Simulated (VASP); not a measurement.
An input for Ansatz (written as the equivalent of a VASP run, and not itself run):

Ansatz 0.2 input:
```yaml
crystal:
  lattice:
    - [0.0000000, 2.7316739, 2.7316739]
    - [2.7316739, 0.0000000, 2.7316739]
    - [2.7316739, 2.7316739, 0.0000000]
  atoms:
    - { symbol: Mg, position: [0.0000000, 0.0000000, 0.0000000] }
    - { symbol: Se, position: [0.5000000, 0.5000000, 0.5000000] }
kpoints:
  mp_grid: { grid: [8, 8, 8] }
hamiltonian:
  xc: r2scan
  pseudopotentials: { kind: paw }
scf:
  occupations: { method: gaussian, width: 0.05 }
  max_iter: 100
relax:
  max_steps: 60
  f_tol: 0.01
  cell: {}
output: { forces: true, stress: true, eigenvalues: true }
```

**Question.** Write the VASP files for the same calculation (r2SCAN).

**Answer.** Several could match; the one computed here: 
INCAR:
```
SYSTEM  =  MgSe
PREC  =  Accurate; ENCUT  =  400; LREAL  =  .FALSE.
LASPH  =  .TRUE.
EDIFF  =  1E-6; NELM  =  100; ALGO  =  Normal
LMAXMIX  =  4; LMIXTAU  =  .TRUE.
ISMEAR  =  0; SIGMA  =  0.05
METAGGA  =  R2SCAN
IBRION  =  2; NSW  =  60; ISIF  =  3
EDIFFG  =  -0.01
LWAVE  =  .FALSE.; LCHARG  =  .FALSE.
```

### KPOINTS
```
Automatic mesh
0
Gamma
8 8 8
0 0 0
```

**POSCAR**
```
MgSe
1
   -0.0000000000     2.7316738673     2.7316738673
    2.7316738673     0.0000000000     2.7316738673
    2.7316738673     2.7316738673     0.0000000000
Mg Se
1 1
Direct
  0.0000000000   0.0000000000   0.0000000000
  0.5000000000   0.5000000000   0.5000000000
```

POTCAR, in this order: Mg Se (PBE.64 set). Program: vasp_std.

The two are equivalent in intent, not identical: each code has its own PAW files, so the cut-off isn't converted (ENCUT is set for VASP's; basis.ecutwfc is left out, and Ansatz then takes the one that its files recommend); Ansatz stops its SCF on the density residual and VASP on the energy change (EDIFF).

The structure was generated: MgSe was put into the rock salt type (Fm-3m), which need not be its known phase. This run relaxes it. Symmetry was kept, so distortions that lower it aren't found. The start is the result of an earlier pass.
